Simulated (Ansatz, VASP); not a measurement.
## Cross-check of TaN between VASP and Ansatz

Wanted: the spread between two codes on one cell, functional and k mesh. The cell is taken from a series of runs on this material, whose earlier steps may have relaxed, scaled, displaced or heated it; both programs get it as it stands.

Main program and level: Ansatz 0.2.0; plane waves, with VASP 6.6.1 beside it; zone-centre phonons at LDA.

**1. Starting point**

Symmetry: P-6m2, No. 187, hexagonal system. The conventional cell has a = 2.912 Å, b = 2.912 Å, c = 2.823 Å, α = 90.00°, β = 90.00°, γ = 120.00°. N has 6 Ta at 2.20 Å nearest. Nearest to Ta lie 6 N at 2.20 Å. Farther neighbours and most contacts between anions are not listed.

Coordinates:

```xyz
2
Lattice="2.9120 0.0000 0.0000 -1.4560 2.5219 0.0000 0.0000 0.0000 2.8232" Properties=species:S:1:pos:R:3 pbc="T T T"
N     1.4560    0.8406    0.0000
Ta   -1.4560    2.5219    1.4116
```

**2. VASP: zone-centre phonons, LDA**

Second derivatives magnify differences that forces hide, and they need a tight electronic threshold.

Lines of VASP's logs that name or quote its potential files are left out, and so is its time.

The input, INCAR:

```
SYSTEM = TaN
PREC = Accurate
ENCUT = 600
EDIFF = 1E-08
NELM = 120
ISMEAR = 1
SIGMA = 0.2
LREAL = .FALSE.
ALGO = Normal
GGA = CA
NBANDS = 14
LASPH = .TRUE.
LORBIT = 11
LWAVE = .FALSE.
LCHARG = .FALSE.
ISIF = 2
IBRION = 8
GGA_COMPAT = .FALSE.
KPAR = 2
```

The input, POSCAR:

```
TaN
1.0
    2.9120039378      0.0000000000      0.0000000000
   -1.4560019689      2.5218693860      0.0000000000
    0.0000000000      0.0000000000      2.8231777472
N Ta
1 1
Direct
    0.6666666665      0.3333333335      0.0000000000
    0.0000000002      0.9999999998      0.5000000000
```

The input, KPOINTS:

```
Automatic mesh
0
Gamma
18 18 16
0 0 0
```

Potentials, in the order of the species: N and Ta_pv (LDA family, release 64).

Started as:

```
$ mpirun -np 2 vasp_std
```

Numbers of over 12 decimals in the logs are rounded to 6 here.

Output:

```text
[banner, memory and clock lines left out]
running    2 mpi-ranks, on    1 nodes
 distrk:  each k-point on    1 cores,    2 groups
 distr:  one band on    1 cores,    1 groups

 POSCAR found type information on POSCAR N Ta
 POSCAR found :  2 types and       2 ions
 LDA part: xc-table for (Slater(with rela. corr.)+CA(PZ))
 , standard interpolation
 POSCAR, INCAR and KPOINTS ok, starting setup
 FFT: planning ... GRIDC
 FFT: planning ... GRID_SOFT
 FFT: planning ... GRID
 WAVECAR not read
 entering main loop
       N       E                     dE             d eps       ncg     rms          rms(c)
DAV:   1     0.101236452578E+03    0.10124E+03   -0.98556E+03  9332   0.134E+03
DAV:   2    -0.238744507156E+02   -0.12511E+03   -0.11832E+03 11286   0.335E+02
DAV:   3    -0.272266634851E+02   -0.33522E+01   -0.33294E+01 10650   0.516E+01
DAV:   4    -0.272427162285E+02   -0.16053E-01   -0.16050E-01 11310   0.387E+00
DAV:   5    -0.272428234503E+02   -0.10722E-03   -0.10722E-03 10944   0.299E-01    0.253E+01
DAV:   6    -0.248554899693E+02    0.23873E+01   -0.45496E+00 10188   0.251E+01    0.108E+01
DAV:   7    -0.247487078878E+02    0.10678E+00   -0.36648E-01 12606   0.574E+00    0.737E+00
DAV:   8    -0.247153937823E+02    0.33314E-01   -0.14360E-01 12288   0.329E+00    0.139E+00
DAV:   9    -0.247103339982E+02    0.50598E-02   -0.11021E-02 10152   0.884E-01    0.166E-01
DAV:  10    -0.247101443383E+02    0.18966E-03   -0.68266E-04 12000   0.308E-01    0.112E-01
DAV:  11    -0.247101155125E+02    0.28826E-04   -0.52050E-05 10398   0.686E-02    0.163E-02
DAV:  12    -0.247101155871E+02   -0.74609E-07   -0.27835E-06 12018   0.155E-02    0.294E-03
DAV:  13    -0.247101155642E+02    0.22863E-07   -0.15086E-07 10776   0.329E-03    0.175E-03
DAV:  14    -0.247101155545E+02    0.96975E-08   -0.23743E-08 11400   0.143E-03
   1 F= -.24710116E+02 E0= -.24710446E+02  d E =0.990110E-03
 Linear response reoptimize wavefunctions to high precision
DAV:   1    -0.247101155543E+02    0.19281E-09   -0.43620E-10  7722   0.214E-04
DAV:   2    -0.247101155543E+02   -0.12051E-10   -0.18121E-11  6654   0.502E-05
 Linear response DOF=           4
 Linear response progress:
  Degree of freedom:   1/  4
       N       E                     dE             d eps       ncg     rms          rms(c)
RMM:   1    -0.230619052624E+00   -0.23062E+00    0.11316E-01 93037   0.289E+00
RMM:   2    -0.224504766397E+00    0.61143E-02   -0.37687E-03 70268   0.482E-01    0.190E-01
RMM:   3    -0.225348735597E+00   -0.84397E-03   -0.69038E-04 67385   0.175E-01    0.103E-01
RMM:   4    -0.226609106131E+00   -0.12604E-02   -0.36992E-04 67990   0.121E-01    0.275E-02
RMM:   5    -0.226675487876E+00   -0.66382E-04   -0.11932E-05 76966   0.258E-02    0.263E-03
RMM:   6    -0.226679015744E+00   -0.35279E-05   -0.14689E-06 77609   0.547E-03    0.693E-04
RMM:   7    -0.226671766755E+00    0.72490E-05   -0.18517E-07 78641   0.164E-03    0.293E-04
RMM:   8    -0.226673456563E+00   -0.16898E-05   -0.32194E-07 78786   0.484E-04    0.944E-05
RMM:   9    -0.226672827306E+00    0.62926E-06   -0.56598E-08 76707   0.176E-04    0.185E-05
RMM:  10    -0.226672748133E+00    0.79173E-07   -0.29907E-08 84128   0.595E-05    0.735E-06
RMM:  11    -0.226672820715E+00   -0.72582E-07   -0.93814E-09 77801   0.257E-05    0.278E-06
RMM:  12    -0.226672835081E+00   -0.14366E-07    0.26690E-09 75899   0.148E-05    0.102E-06
RMM:  13    -0.226672826105E+00    0.89751E-08   -0.72674E-09 55906   0.118E-05    0.276E-07
 first order change of Fermi-energy   0.15531E-04
 force on displaced ion       1 direction 1 : -14.715   0.001   0.000
 Linear response progress:
  Degree of freedom:   2/  4
       N       E                     dE             d eps       ncg     rms          rms(c)
RMM:   1    -0.234203160929E+00   -0.23420E+00    0.15071E-01 31690   0.297E+00
RMM:   2    -0.228894758402E+00    0.53084E-02   -0.42822E-03 25169   0.501E-01    0.160E-01
RMM:   3    -0.229708239594E+00   -0.81348E-03   -0.10426E-03 23999   0.195E-01    0.813E-02
RMM:   4    -0.231014257070E+00   -0.13060E-02   -0.48185E-04 24447   0.130E-01    0.221E-02
RMM:   5    -0.231141611986E+00   -0.12735E-03   -0.18621E-05 26275   0.331E-02    0.392E-03
RMM:   6    -0.231145682867E+00   -0.40709E-05   -0.13329E-06 26875   0.800E-03    0.934E-04
RMM:   7    -0.231137775266E+00    0.79076E-05   -0.12898E-07 25903   0.216E-03    0.301E-04
RMM:   8    -0.231139779207E+00   -0.20039E-05   -0.15919E-08 27689   0.661E-04    0.990E-05
RMM:   9    -0.231140234171E+00   -0.45496E-06   -0.61059E-09 27111   0.210E-04    0.212E-05
RMM:  10    -0.231140004920E+00    0.22925E-06    0.10377E-09 28160   0.707E-05    0.562E-06
RMM:  11    -0.231140056734E+00   -0.51814E-07   -0.31547E-09 27079   0.278E-05    0.942E-07
RMM:  12    -0.231140066228E+00   -0.94942E-08   -0.72496E-09 26788   0.154E-05    0.373E-07
 first order change of Fermi-energy   0.27514E-04
 force on displaced ion       1 direction 3 :  -0.000  -0.000 -16.504
 Linear response progress:
  Degree of freedom:   3/  4
       N       E                     dE             d eps       ncg     rms          rms(c)
RMM:   1    -0.131525922664E+00   -0.13153E+00    0.11497E+01 42109   0.245E+01
RMM:   2    -0.160357300205E+00   -0.28831E-01   -0.26317E-02 63734   0.148E+00    0.187E-01
RMM:   3    -0.159131337701E+00    0.12260E-02   -0.28549E-03 73848   0.351E-01    0.105E-01
RMM:   4    -0.158339902982E+00    0.79143E-03   -0.34724E-04 82237   0.118E-01    0.403E-02
RMM:   5    -0.158046246761E+00    0.29366E-03   -0.23247E-05 83438   0.325E-02    0.703E-03
RMM:   6    -0.158052430030E+00   -0.61833E-05   -0.49861E-05 78847   0.131E-02    0.134E-03
RMM:   7    -0.158053339124E+00   -0.90909E-06   -0.38000E-05 86381   0.418E-03    0.382E-04
RMM:   8    -0.158056935938E+00   -0.35968E-05   -0.23643E-05 93647   0.160E-03    0.162E-04
RMM:   9    -0.158058194769E+00   -0.12588E-05   -0.12050E-05 80660   0.670E-04    0.411E-05
RMM:  10    -0.158058766790E+00   -0.57202E-06   -0.60493E-06 90202   0.315E-04    0.209E-05
RMM:  11    -0.158058919599E+00   -0.15281E-06   -0.27311E-06 92945   0.138E-04    0.405E-06
RMM:  12    -0.158058974106E+00   -0.54508E-07   -0.17072E-06 84220   0.762E-05    0.290E-06
RMM:  13    -0.158058996455E+00   -0.22349E-07   -0.84369E-07 82827   0.436E-05    0.309E-06
RMM:  14    -0.158058983900E+00    0.12555E-07   -0.56581E-07 79112   0.316E-05    0.771E-06
RMM:  15    -0.158059060801E+00   -0.76901E-07   -0.28458E-07 75205   0.269E-05    0.715E-07
RMM:  16    -0.158059094546E+00   -0.33744E-07   -0.17467E-07 85559   0.168E-05    0.146E-06
RMM:  17    -0.158059086385E+00    0.81608E-08   -0.86230E-08 66028   0.119E-05    0.452E-07
 first order change of Fermi-energy  -0.40882E-04
 force on displaced ion       2 direction 1 : -14.715   0.001   0.000
 Linear response progress:
  Degree of freedom:   4/  4
       N       E                     dE             d eps       ncg     rms          rms(c)
RMM:   1    -0.147328375080E+00   -0.14733E+00    0.10129E+01 14988   0.239E+01
RMM:   2    -0.175974375159E+00   -0.28646E-01   -0.27872E-02 21927   0.147E+00    0.140E-01
RMM:   3    -0.175385719912E+00    0.58866E-03   -0.22203E-03 25828   0.308E-01    0.745E-02
RMM:   4    -0.174942832087E+00    0.44289E-03   -0.19508E-04 27375   0.971E-02    0.237E-02
RMM:   5    -0.174822141912E+00    0.12069E-03   -0.30810E-05 28530   0.280E-02    0.655E-03
RMM:   6    -0.174804073584E+00    0.18068E-04   -0.42322E-05 27060   0.107E-02    0.782E-04
RMM:   7    -0.174805958424E+00   -0.18848E-05   -0.33772E-05 29485   0.336E-03    0.342E-04
RMM:   8    -0.174808959175E+00   -0.30008E-05   -0.20205E-05 29505   0.132E-03    0.791E-05
RMM:   9    -0.174809632274E+00   -0.67310E-06   -0.10713E-05 29179   0.535E-04    0.366E-05
RMM:  10    -0.174810074450E+00   -0.44218E-06   -0.59608E-06 27715   0.308E-04    0.138E-05
RMM:  11    -0.174810138859E+00   -0.64409E-07   -0.31711E-06 30969   0.147E-04    0.335E-06
RMM:  12    -0.174810159618E+00   -0.20759E-07   -0.18760E-06 30921   0.811E-05    0.234E-06
RMM:  13    -0.174810134564E+00    0.25054E-07   -0.10922E-06 26731   0.482E-05    0.509E-06
RMM:  14    -0.174810141897E+00   -0.73325E-08   -0.63484E-07 25475   0.310E-05    0.532E-06
RMM:  15    -0.174810195200E+00   -0.53303E-07   -0.38239E-07 26599   0.250E-05    0.219E-06
RMM:  16    -0.174810208373E+00   -0.13173E-07   -0.22097E-07 26932   0.155E-05    0.163E-06
RMM:  17    -0.174810219125E+00   -0.10752E-07   -0.13001E-07 24198   0.112E-05    0.112E-06
RMM:  18    -0.174810236772E+00   -0.17647E-07   -0.81631E-08 26120   0.102E-05    0.126E-07
RMM:  19    -0.174810237788E+00   -0.10159E-08   -0.43207E-08 15007   0.753E-06    0.121E-07
 first order change of Fermi-energy  -0.10011E-02
 force on displaced ion       2 direction 3 :  -0.000   0.000 -16.502
 Linear response finished
```

From OUTCAR (step 2):

```text
ion  position               nearest neighbor table
   1  0.667  0.333  0.000-   2 2.20   2 2.20   2 2.20   2 2.20   2 2.20   2 2.20
   2  0.000  1.000  0.500-   1 2.20   1 2.20   1 2.20   1 2.20   1 2.20   1 2.20

  LATTYP: Found a hexagonal cell.
 ALAT       =     2.9120039378
 C/A-ratio  =     0.9694965417

 Subroutine GETGRP returns: Found 12 space group operations
 (whereof 12 operations were pure point group operations)

The static configuration has the point symmetry D_3h.

 Found    333 irreducible k-points:

   k-points           NKPTS =    333   k-points in BZ     NKDIM =    333   number of bands    NBANDS=     14

   dimension x,y,z NGX =    24 NGY =   24 NGZ =   24
   dimension x,y,z NGXF=    48 NGYF=   48 NGZF=   48

   ENCUT  =  600.0 eV  44.10 Ry    6.64 a.u.   5.82  5.82  5.64*2*pi/ulx,y,z

   NELECT =      16.0000    total number of electrons

 k-points in reciprocal lattice and weights: Automatic mesh
   0.00000000  0.00000000  0.00000000       0.000
   0.05555556 -0.00000000  0.00000000       0.001
   0.11111111 -0.00000000  0.00000000       0.001
   0.16666667  0.00000000  0.00000000       0.001
   0.22222222 -0.00000000  0.00000000       0.001
   0.27777778  0.00000000  0.00000000       0.001
   0.33333333  0.00000000  0.00000000       0.001
   0.38888889  0.00000000  0.00000000       0.001
   0.44444444 -0.00000000  0.00000000       0.001
[...]
0.33333333  0.27777778  0.50000000       0.002
   0.33333333  0.33333333  0.50000000       0.000

 average (electrostatic) potential at core
       1 -61.0181       2 -34.9113

  Total        0.2528754      0.2528754      1.3921295      0.0000000      0.0000000     -0.0000000
  in kB       19.5417908     19.5417908    107.5814639      0.0000000      0.0000000     -0.0000000
  external PRESSURE =      48.8883485 kB  Pullay stress =       0.0000000 kB

  energy-cutoff  :      600.00
  volume of cell :       20.73
      direct lattice vectors                 reciprocal lattice vectors
     2.912003938  0.000000000  0.000000000     0.343406129  0.198265621  0.000000000
    -1.456001969  2.521869386  0.000000000     0.000000000  0.396531242  0.000000000
     0.000000000  0.000000000  2.823177747     0.000000000  0.000000000  0.354210783

 POSITION                                       TOTAL-FORCE (eV/Angst)
 -----------------------------------------------------------------------------------
      1.45600      0.84062      0.00000         0.000000      0.000000      0.000000
     -1.45600      2.52187      1.41159        -0.000000     -0.000000      0.000000
 -----------------------------------------------------------------------------------
    total drift:                                0.000000     -0.000000      0.000000

 Eigenvectors and eigenvalues of the dynamical matrix
 ----------------------------------------------------

   1 f  =   17.617635 THz   110.694862 2PiTHz  587.661031 cm-1    72.860649 meV
             X         Y         Z           dx          dy          dz
      1.456002  0.840623  0.000000     0.000000    0.000000   -0.963425
     -1.456002  2.521869  1.411589     0.000000   -0.000000    0.267979

   2 f  =   16.635396 THz   104.523275 2PiTHz  554.897075 cm-1    68.798438 meV
             X         Y         Z           dx          dy          dz
      1.456002  0.840623  0.000000     0.963421    0.000000    0.000000
     -1.456002  2.521869  1.411589    -0.267994   -0.000000    0.000000

   3 f  =   16.635396 THz   104.523275 2PiTHz  554.897075 cm-1    68.798438 meV
             X         Y         Z           dx          dy          dz
      1.456002  0.840623  0.000000     0.000000   -0.963421   -0.000000
     -1.456002  2.521869  1.411589    -0.000000    0.267994    0.000000

   4 f/i=    0.000059 THz     0.000368 2PiTHz    0.001953 cm-1     0.000242 meV
             X         Y         Z           dx          dy          dz
      1.456002  0.840623  0.000000     0.243043    0.112919    0.000000
     -1.456002  2.521869  1.411589     0.873725    0.405937    0.000000

   5 f/i=    0.000059 THz     0.000368 2PiTHz    0.001953 cm-1     0.000242 meV
             X         Y         Z           dx          dy          dz
      1.456002  0.840623  0.000000    -0.112919    0.243043    0.000000
     -1.456002  2.521869  1.411589    -0.405937    0.873725    0.000000

   6 f/i=    0.000203 THz     0.001274 2PiTHz    0.006764 cm-1     0.000839 meV
             X         Y         Z           dx          dy          dz
      1.456002  0.840623  0.000000     0.000000   -0.000000    0.267979
     -1.456002  2.521869  1.411589     0.000000   -0.000000    0.963425

 ELASTIC MODULI CONTR FROM IONIC RELAXATION (kBar)
 Direction    XX          YY          ZZ          XY          YZ          ZX
 --------------------------------------------------------------------------------
 XX         -37.4873     37.4873      0.0000     -0.0000      0.0000      0.0000
 YY          37.4873    -37.4873      0.0000      0.0000      0.0000      0.0000
 ZZ           0.0000      0.0000      0.0000      0.0000      0.0000      0.0000
 XY          -0.0000      0.0000      0.0000    -37.4873      0.0000      0.0000
 YZ           0.0000      0.0000      0.0000      0.0000      0.0000      0.0000
 ZX           0.0000      0.0000      0.0000      0.0000      0.0000      0.0000
 --------------------------------------------------------------------------------
```

[end of part 1 of 2]

[Lines on the potential files, build, host, timing and source positions are cut from VASP's logs without a mark.]

[Logs are printed without paths, hosts, clocks, repeated set-up lines and the standing remarks that a program may print on its own settings, such as how far it seeks lower states.]

[Hosts, paths, dates, database ids (printed as entryN), source tags and the programs' standing remarks are cut or masked in the printed files.]
